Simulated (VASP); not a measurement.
An input for Quantum ESPRESSO's pw.x (written as the equivalent of a VASP run, and not itself run):

```
&CONTROL
  calculation = 'vc-relax'
  pseudo_dir = './pseudo'
  outdir = './out'
  tprnfor = .true.
  tstress = .true.
  nstep = 30
  forc_conv_thr = 0.00039
/
&SYSTEM
  ibrav = 0
  nat = 3
  ntyp = 2
  ecutwfc = 86
  occupations = 'smearing'
  smearing = 'gaussian'
  degauss = 0.003675
  input_dft = 'pw91'
/
&ELECTRONS
  conv_thr = 7.3e-09
  electron_maxstep = 100
/
&IONS
/
&CELL
  cell_dofree = 'shape'
/
ATOMIC_SPECIES
  Pt 195.084 Pt.upf
  Se 78.971 Se.upf
CELL_PARAMETERS angstrom
     1.8804939   -3.2571112    0.0000000
     1.8804939    3.2571112    0.0000000
     0.0000000    0.0000000    6.1701624
ATOMIC_POSITIONS crystal
  Pt   0.0000000  0.0000000  0.0000000
  Se   0.3333330  0.6666670  0.2119922
  Se   0.6666670  0.3333330  0.7880078
K_POINTS automatic
  7 7 4 0 0 0
```

Q: Translate this input to VASP (INCAR, KPOINTS, POSCAR, choice of POTCAR).

A: One answer among several that fit: 
### INCAR
```
SYSTEM = PtSe2
PREC = Accurate
ENCUT = 520
EDIFF = 1E-7
NELM = 100
ALGO = Normal
LREAL = .FALSE.
LASPH = .TRUE.
ISMEAR = 0
SIGMA = 0.05
GGA = 91
LMAXMIX = 6
LWAVE = .FALSE.
LCHARG = .FALSE.
ISIF = 4
IBRION = 2
NSW = 30
EDIFFG = -0.01
```

### POSCAR
```
PtSe2
1
    1.8804939075    -3.2571112402     0.0000000000
    1.8804939075     3.2571112402     0.0000000000
    0.0000000000     0.0000000000     6.1701623604
Pt Se
1 2
Direct
  0.0000000000   0.0000000000   0.0000000000
  0.3333330000   0.6666670000   0.2119922123
  0.6666670000   0.3333330000   0.7880077877
```

**KPOINTS**
```
kpoints
0
G
 7 7 4
0 0 0
```

POTCAR, in this order: Pt Se (PBE.64 set). Program: vasp_std.

Limits of the translation: the potentials are each code's own (VASP's PAW set, PseudoDojo norm-conserving files in pw.x), so ENCUT and ecutwfc are chosen apart and not converted; conv_thr bounds pw.x's estimated SCF error, while EDIFF bounds the energy change between steps; forc_conv_thr acts on force components and is met together with etot_conv_thr.

The compound is PtSe2 in the 1T layered structure. This run relaxes it. Symmetry was kept, so distortions that lower it aren't found.
